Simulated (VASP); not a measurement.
Wanted: the native input for a VASP 6.6.1 run.

```yaml
Task: relaxation of cell and atoms
Functional: PBE
Potentials_or_basis: VASP PAW PBE potentials, release 64 (Al, B, P)
Cutoff: 520 eV
k_mesh: 3 × 3 × 3
Occupations: gaussian, width 0.15 eV
Spin: no spin polarisation
Further_INCAR_settings: PREC = Normal; ALGO = Fast; EDIFF = 0.0001; IBRION = 2; EDIFFG = -0.08; NSW = 24; ISIF = 3
```

The structure of Al4B3P lies in POSCAR:

```
Al4B3P
1.0
    4.6500000000      0.0000000000      0.0000000000
    0.0000000000      4.6500000000      0.0000000000
    0.0000000000      0.0000000000      4.6500000000
Al B P
4 3 1
Direct
    0.0000000000      0.0000000000      0.0000000000
    0.5000000000      0.0000000000      0.5000000000
    0.5000000000      0.5000000000      0.0000000000
    0.0000000000      0.5000000000      0.5000000000
    0.5000000000      0.0000000000      0.0000000000
    0.0000000000      0.5000000000      0.0000000000
    0.0000000000      0.0000000000      0.5000000000
    0.5000000000      0.5000000000      0.5000000000
```

The cell was built by a generator and needn't be a form met in nature.

These files were run (other wordings do the same):

INCAR

```
ALGO     = Fast           # electronic algorithm
EDIFF    = 1E-4           # SCF threshold, eV
EDIFFG   = -0.08          # ionic threshold
ENCUT    = 520            # plane-wave cutoff, eV
GGA      = PE             # functional
IBRION   = 2              # ionic algorithm
ISIF     = 3              # what is computed and relaxed
ISMEAR   = 0              # smearing method
LASPH    = True           # aspherical terms in the spheres
LCHARG   = False          # write CHGCAR
LREAL    = False          # projectors in reciprocal space
LWAVE    = False          # write WAVECAR
NELM     = 60             # most SCF steps
NSW      = 24             # ionic steps
PREC     = Normal         # precision mode
SIGMA    = 0.15           # smearing width, eV
```

KPOINTS

```
k-points
0
Gamma
  3 3 3
```

Potentials or basis: VASP PAW PBE potentials, release 64 (Al, B, P).

Launch:

```console
$ cat potpaw_PBE.64/Al/POTCAR potpaw_PBE.64/B/POTCAR potpaw_PBE.64/P/POTCAR > POTCAR
$ mpirun -np 1 vasp_std > vasp.out
```

Results of the run:

```json
{
 "Relaxed volume": "12.94 Å³/atom",
 "Relaxed cell": "a = 4.696 Å, b = 4.696 Å, c = 4.696 Å, α = 90.00°, β = 90.00°, γ = 90.00°",
 "Space group after relaxing (to 0.05 Å)": "Pm-3m (No. 221)",
 "Energy gained by relaxing": "4.3 meV/atom",
 "Ionic steps": "3",
 "Pressure after relaxing": "0.0 GPa",
 "Band gap on the k mesh": "none (metal or under the smearing width)"
}
```

Caveat: the k mesh is coarse (spacing up to 0.45 Å⁻¹), so the values aren't converged.

It took 8.5 s on 1 thread of Intel(R) Xeon(R) Platinum 8488C (Sapphire Rapids), with other jobs on the host, peak memory 0.15 GiB.
